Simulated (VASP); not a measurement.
All values below come from LDA (Ceperley-Alder, Perdew-Zunger), VASP's LDA PAW potentials (set 64) (plane waves; VASP).

The input files of a VASP run:

### INCAR
```
# general
SYSTEM  = InAu3
PREC    = Accurate
ENCUT   = 300
LREAL   = F
LASPH   = T   # aspherical one-centre terms

# electronic loop
EDIFF   = 1E-6   # SCF stop (eV)
NELM    = 100   # most electronic steps
ALGO    = Normal   # blocked Davidson
LMAXMIX = 6

# smearing
ISMEAR  = -1   # Fermi-Dirac
SIGMA   = 0.1   # width (eV)

# ions
ISIF    = 2   # forces and stress, cell fixed

# output
LWAVE   = F
LCHARG  = F
```

KPOINTS:
```
Automatic mesh
0
gamma
3 3 3
0 0 0
```

### POSCAR
```
InAu3
1
    4.8373300000     0.0000000000     0.0000000000
    0.0000000000     5.7787600000     0.0000000000
    0.0000000000     0.0000000000     5.2718300000
In Au
2 6
Direct
  0.5000000000   0.5000000000   0.3354700000
  0.0000000000   0.0000000000   0.6645300000
  0.0000000000   0.5000000000   0.6626800000
  0.5000000000   0.0000000000   0.3373200000
  0.0000000000   0.7485300000   0.1632200000
  0.0000000000   0.2514700000   0.1632200000
  0.5000000000   0.7514700000   0.8367800000
  0.5000000000   0.2485300000   0.8367800000
```

POTCAR, in this order: In_d Au (LDA.64 set). Program: vasp_std.

The run wrote:

**OSZICAR**
```
       N       E                     dE             d eps       ncg     rms          rms(c)
DAV:   1     0.767224199361E+03    0.76722E+03   -0.30749E+04   887   0.140E+03
DAV:   2     0.480968703995E+02   -0.71913E+03   -0.68612E+03   977   0.403E+02
DAV:   3    -0.330763786704E+02   -0.81173E+02   -0.77309E+02   974   0.145E+02
DAV:   4    -0.364903463203E+02   -0.34140E+01   -0.33763E+01  1088   0.285E+01
DAV:   5    -0.366129373484E+02   -0.12259E+00   -0.12257E+00  1108   0.577E+00    0.191E+01
DAV:   6    -0.342513970946E+02    0.23615E+01   -0.77872E+00   950   0.144E+01    0.124E+01
DAV:   7    -0.341207435953E+02    0.13065E+00   -0.32559E-01  1249   0.350E+00    0.629E+00
DAV:   8    -0.340877968669E+02    0.32947E-01   -0.52530E-02  1210   0.170E+00    0.238E-01
DAV:   9    -0.340858686691E+02    0.19282E-02   -0.10234E-02  1211   0.105E+00    0.178E-01
DAV:  10    -0.340858187913E+02    0.49878E-04   -0.59671E-04  1195   0.164E-01    0.783E-02
DAV:  11    -0.340858185839E+02    0.20736E-06   -0.35007E-05  1085   0.361E-02    0.312E-02
DAV:  12    -0.340858189230E+02   -0.33910E-06   -0.28018E-06   709   0.111E-02
   1 F= -.34085819E+02 E0= -.34045671E+02  d E =-.802954E-01
```

OUTCAR:
```
------------------------ aborting loop because EDIFF is reached ----------------------------------------
  FORCE on cell =-STRESS in cart. coord.  units (eV):
  Direction    XX          YY          ZZ          XY          YZ          ZX
  --------------------------------------------------------------------------------------
  Total      -10.1699260     -6.9114081     -6.1024767      0.0000000      0.0000000      0.0000000
  in kB     -110.5672750    -75.1407195    -66.3460303      0.0000000      0.0000000      0.0000000
  external PRESSURE =     -84.0180083 kB  Pullay stress =       0.0000000 kB
  volume of cell :      147.37
      direct lattice vectors                 reciprocal lattice vectors
     4.837330000  0.000000000  0.000000000     0.206725611  0.000000000  0.000000000
     0.000000000  5.778760000  0.000000000     0.000000000  0.173047505  0.000000000
     0.000000000  0.000000000  5.271830000     0.000000000  0.000000000  0.189687452
 POSITION                                       TOTAL-FORCE (eV/Angst)
 -----------------------------------------------------------------------------------
      2.41866      2.88938      1.76854         0.000000      0.000000     -0.029794
      0.00000      0.00000      3.50329         0.000000      0.000000      0.029794
      0.00000      2.88938      3.49354         0.000000      0.000000      0.011800
      2.41866      0.00000      1.77829         0.000000      0.000000     -0.011800
      0.00000      4.32558      0.86047        -0.000000      0.005239     -0.040345
      0.00000      1.45318      0.86047        -0.000000     -0.005239     -0.040345
      2.41866      4.34256      4.41136         0.000000     -0.005239      0.040345
      2.41866      1.43620      4.41136         0.000000      0.005239      0.040345
 -----------------------------------------------------------------------------------
    total drift:                                0.000000      0.000000      0.000000
  FREE ENERGIE OF THE ION-ELECTRON SYSTEM (eV)
  ---------------------------------------------------
  free  energy   TOTEN  =       -34.0858189230 eV

  energy  without entropy=      -34.0055235668  energy(sigma->0) =      -34.04567124
```
(Selected blocks of OUTCAR.)

OUTCAR:
```
 val. band max:        9.3198968189   @ k =   0.3333   0.0000   0.3333

 cond. band min:       9.4001824006   @ k =   0.3333   0.0000   0.3333


 Fermi energy:         9.3504153564

 k-point     1 :       0.0000    0.0000    0.0000
  band No.  band energies     occupation
      1      -5.4533      2.00000
      2      -5.4291      2.00000
      3      -5.4150      2.00000
      4      -5.4068      2.00000
      5      -5.3941      2.00000
      6      -5.3814      2.00000
      7      -5.3775      2.00000
      8      -5.3630      2.00000
      9      -5.3602      2.00000
     10      -5.3392      2.00000
     11      -1.0176      2.00000
     12       1.7392      2.00000
     13       2.7605      2.00000
     14       2.9896      2.00000
     15       3.0756      2.00000
     16       3.2984      2.00000
     17       3.3481      2.00000
     18       3.3779      2.00000
     19       3.6360      2.00000
     20       3.7485      2.00000
     21       3.8908      2.00000
     22       3.9133      2.00000
     23       4.2364      2.00000
     24       4.3625      2.00000
     25       4.4759      2.00000
     26       4.4866      2.00000
     27       4.6161      2.00000
     28       4.8670      2.00000
     29       4.8971      2.00000
     30       4.9406      2.00000
     31       4.9923      2.00000
     32       5.3796      2.00000
     33       5.7255      2.00000
     34       5.7497      2.00000
     35       5.8572      2.00000
     36       6.0735      2.00000
     37       6.1024      2.00000
     38       6.3454      2.00000
     39       6.3637      2.00000
     40       6.6522      2.00000
     41       6.6669      2.00000
     42       6.9017      2.00000
     43       7.1513      2.00000
     44       7.7412      2.00000
     45       8.4280      1.99980
     46       8.6170      1.99870
     47      10.1509      0.00067
     48      11.0590      0.00000
     49      11.9346      0.00000
     50      12.5042      0.00000
     51      13.0451      0.00000
...
```

At this cut-off the stress carries a Pulay error, which pulls relaxed volumes low. Unless said otherwise, spin-orbit coupling is left out, though it shifts the bands of the heavy elements here.

The structure comes from a computed database's InAu3 entry (Pmmn); how it stands against other phases isn't given here. The cell was not relaxed at this level. The k-mesh is coarse (spacing up to 0.43 per Å, 2π included), so the numbers may not be converged in it. The run is one of a series of settings (GGA removed, POTCAR In_d Au (LDA.64 set) against the base run), some of them coarse on purpose.
